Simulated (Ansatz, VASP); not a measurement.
# RuSe: VASP beside Ansatz

Contents of INCAR:

```
  PREC = Accurate
  ENCUT = 520
  EDIFF = 1E-7
  ISMEAR = 0
  SIGMA = 0.05
  LREAL = False
  LASPH = True
  NELM = 150
  ALGO = Normal
  ISIF = 2
  LWAVE = False
  LCHARG = False
  ISPIN = 2
  MAGMOM = 2.52 -0.35
  LORBIT = 11
  LMAXMIX = 4
  LDAU = True
  LDAUTYPE = 2
  LDAUL = 2 -1
  LDAUU = 6 0
  LDAUJ = 0 0
  LDAUPRINT = 1
  GGA = PE
  NBANDS = 21
```

File KPOINTS:

```
Automatic mesh
0
Gamma
  6 6 6
```

The input POSCAR:

```
RuSe
1.0
    3.1876923100      0.0000000000      0.0000000000
    0.0000000000      3.1876923100      0.0000000000
    0.0000000000      0.0000000000      3.1876923100
Ru Se
1 1
Direct
    0.0000000000      0.0000000000      0.0000000000
    0.5000000000      0.5000000000      0.5000000000
```

File input.yaml:

```yaml
crystal:
  lattice:
    - [3.18769231, 0.0, 0.0]
    - [0.0, 3.18769231, 0.0]
    - [0.0, 0.0, 3.18769231]
  atoms:
    - { symbol: Ru, position: [0.0, 0.0, 0.0] }
    - { symbol: Se, position: [0.5, 0.5, 0.5] }
kpoints:
  mp_grid: { grid: [6, 6, 6] }
scf:
  occupations: { method: gaussian, width: 0.05 }
hamiltonian:
  xc: pbe
  pseudopotentials: { kind: all_electron, lapw: { basis_error: 0.001 } }
  hubbard:
    sites: [{ species: Ru, l: d, u_eff: 6 }]
    double_counting: fll
    projectors: ortho-atomic
magnetization:
  spin_polarized: true
output:
  forces: true
  stress: true
  eigenvalues: true
  hubbard: {}
```

The cell comes from a database or a generator and needn't be the stable form of this composition.

Alike in both runs: task single point; functional PBE; k mesh 6 × 6 × 6; occupations gaussian, width 0.05 eV; collinear spin; Hubbard terms Ru d U = 6.0 eV.

```csv
,VASP,Ansatz
version,VASP 6.6.1,Ansatz 0.2.0
potentials or method,"VASP PAW PBE potentials, release 64 (Ru_pv, Se)","all-electron LAPW, scalar-relativistic"
plane-wave cutoff (eV),520,see its input
```

Ansatz gave:

```
gap on the k mesh at the Fermi level (eV)                     : none
pressure (GPa)                                                : 21.1
net moment per atom (μB)                                      : 1.01
size of the moment on the site where the two differ most (μB) : 2.29
```

Q: Which values does VASP return?

A: gap on the k mesh at the Fermi level (eV): none; pressure (GPa): 17.2; net moment per atom (μB): 1.00; size of the moment on the site where the two differ most (μB): 2.23.

Site moments also hang on the region over which each program counts them. The programs project onto different local orbitals, so the same U acts differently. A gap of «none» marks a metal or a gap that the smearing closes. Ansatz ran all-electron here, so the differences hold the error of VASP's frozen core and of both bases.

Caveats: the k mesh is thin for a metal, which can move the energy by tens of meV per atom (Ansatz); U is the effective U less J, on atomic orbitals that reach past the spheres (Ansatz). The state reached can hang on the start; a lower one may exist.
